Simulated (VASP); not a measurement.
Here is the system:

```
GaAs
1.0
    0.00000     2.87395     2.87395
    2.87395     0.00000     2.87395
    2.87395     2.87395     0.00000
Ga As
1 1
Direct
  0.00000   0.00000   0.00000
  0.25000   0.25000   0.25000
```

All values below come from PBE0 hybrid, VASP's PBE PAW potentials (set 64) (plane waves; VASP 6.6.1). Run with 520 eV cut-off, 6×6×6 Γ-centred mesh, Gaussian smearing of 0.050 eV, potentials Ga_d As.

Question: Give the stress tensor in GPa (positive for a compressed cell).

Answer: 
```
-2.66   0.00   0.00
 0.00  -2.66   0.00
 0.00   0.00  -2.66
```
The pressure is its mean diagonal, -2.66 GPa.

The compound is GaAs in the zinc blende structure. It was relaxed first, which changed the volume by +5 %. The cell's shape comes from a PBE relaxation.
